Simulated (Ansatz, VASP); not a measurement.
# One calculation of Rb3Mg, two programs

INCAR

```
  PREC = Accurate
  ENCUT = 520
  EDIFF = 1E-7
  ISMEAR = -1
  SIGMA = 0.05
  LREAL = F
  LASPH = T
  NELM = 60
  ALGO = Normal
  ISIF = 2
  LWAVE = F
  LCHARG = F
  GGA = PE
  NBANDS = 22
```

Contents of KPOINTS:

```
regular mesh
0
Gamma
  6 6 6
```

Contents of POSCAR:

```
Rb3Mg
1.0
   -3.1613859223      3.1613859223      6.0612615370
    3.1613859223     -3.1613859223      6.0612615370
    3.1613859223      3.1613859223     -6.0612615370
Rb Mg
3 1
Direct
    0.2500000000      0.7500000000      0.5000000000
    0.7500000000      0.2500000000      0.5000000000
    0.5000000000      0.5000000000      0.0000000000
    0.0000000000      0.0000000000      0.0000000000
```

Contents of input.yaml:

```yaml
crystal:
  lattice:
    - [-3.1613859223, 3.1613859223, 6.061261537]
    - [3.1613859223, -3.1613859223, 6.061261537]
    - [3.1613859223, 3.1613859223, -6.061261537]
  atoms:
    - { symbol: Rb, position: [0.25, 0.75, 0.5] }
    - { symbol: Rb, position: [0.75, 0.25, 0.5] }
    - { symbol: Rb, position: [0.5, 0.5, 0.0] }
    - { symbol: Mg, position: [0.0, 0.0, 0.0] }
hamiltonian:
  xc: pbe
  pseudopotentials: { kind: paw }
kpoints:
  mp_grid: { grid: [6, 6, 6] }
scf:
  occupations: { method: fermi_dirac, width: 0.05 }
output:
  forces: true
  stress: true
  eigenvalues: true
```

Change from the starting cell: volume scaled by 0.94.

Alike in both runs: task single point; functional PBE; k mesh 6 × 6 × 6; occupations fermi-dirac, width 0.05 eV; no spin polarisation.

|  | VASP | Ansatz |
| --- | --- | --- |
| version | VASP 6.6.1 | Ansatz 0.2.0 |
| potentials or method | VASP PAW PBE potentials, release 64 (Rb_sv, Mg) | Ansatz PAW |
| plane-wave cutoff (eV) | 520 | 420 |
| valence electrons in the cell | 29 | 37 |

|  | VASP | Ansatz | Ansatz less VASP |
| --- | --- | --- | --- |
| gap on the k mesh at the Fermi level (eV) | none | none | - |
| pressure (GPa) | 0.3 | 0.3 | 0.00 |
| largest component of the traceless stress (GPa) | 0.07 | 0.07 | 0.000 |

A gap of «none» marks a metal or a gap that the smearing closes. The two sets of potentials don't hold the same shells in valence.
